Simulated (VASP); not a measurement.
```yaml
crystal:
  lattice:
    - [2.47436, 0.00000, 0.00000]
    - [-1.23718, 2.14286, 0.00000]
    - [0.00000, 0.00000, 4.01735]
  atoms:
    - { symbol: Ni, position: [0.33333, 0.66667, 0.25000], spin: 2.0 }
    - { symbol: Ni, position: [0.66667, 0.33333, 0.75000], spin: 2.0 }
```

These are LDA (Ceperley-Alder, Perdew-Zunger), VASP's LDA PAW potentials (set 64) (plane waves; VASP) values and carry that method's errors. Settings: 300 eV cut-off, 13×13×7 Γ-centred mesh, Fermi-Dirac smearing of 0.10 eV, potentials Ni.

Q: Give the spin-up energies of bands 1 to 12 at the high-symmetry points, in eV from the Fermi level.

A: 
```csv
band,Γ,M,K,A,L,H
1,-9.17,-4.54,-3.91,-6.88,-4.68,-3.53
2,-4.90,-4.39,-3.68,-6.88,-4.68,-3.53
3,-2.36,-4.09,-3.68,-2.69,-3.43,-3.42
4,-2.30,-2.44,-3.40,-2.69,-3.43,-3.42
5,-2.30,-2.42,-2.56,-2.36,-1.53,-2.71
6,-2.01,-2.26,-2.56,-2.36,-1.53,-2.71
7,-2.01,-1.97,-1.70,-2.36,-0.92,-1.64
8,-1.65,-0.52,-0.76,-2.36,-0.92,-1.64
9,-1.65,-0.42,-0.76,-0.92,-0.43,-0.60
10,-0.63,-0.38,-0.63,-0.92,-0.43,-0.60
11,-0.63,1.25,4.39,-0.92,1.48,5.54
12,-0.27,3.12,5.07,-0.92,1.48,5.54
```

Q: Give the spin-down energies of bands 1 to 12 at the high-symmetry points, in eV from the Fermi level.

A: 
| band | Γ | M | K | A | L | H |
|---|---|---|---|---|---|---|
| 1 | -9.12 | -4.22 | -3.46 | -6.82 | -4.31 | -3.06 |
| 2 | -4.55 | -3.96 | -3.29 | -6.82 | -4.31 | -3.06 |
| 3 | -1.79 | -3.67 | -3.29 | -2.19 | -2.94 | -3.02 |
| 4 | -1.75 | -2.16 | -3.03 | -2.19 | -2.94 | -3.02 |
| 5 | -1.75 | -1.87 | -2.06 | -1.80 | -0.96 | -2.28 |
| 6 | -1.44 | -1.75 | -2.06 | -1.80 | -0.96 | -2.28 |
| 7 | -1.44 | -1.42 | -1.15 | -1.80 | -0.42 | -1.07 |
| 8 | -1.07 | 0.11 | -0.14 | -1.80 | -0.42 | -1.07 |
| 9 | -1.07 | 0.20 | -0.14 | -0.31 | 0.20 | 0.02 |
| 10 | -0.23 | 0.25 | -0.01 | -0.31 | 0.20 | 0.02 |
| 11 | -0.01 | 1.66 | 4.67 | -0.31 | 1.67 | 5.77 |
| 12 | -0.01 | 3.47 | 5.34 | -0.31 | 1.67 | 5.77 |

It has no gap at this level: it comes out as a metal or semimetal.

The structure was generated: Ni was put into an ordered model structure, which need not be its known phase. The cell was not relaxed at this level.
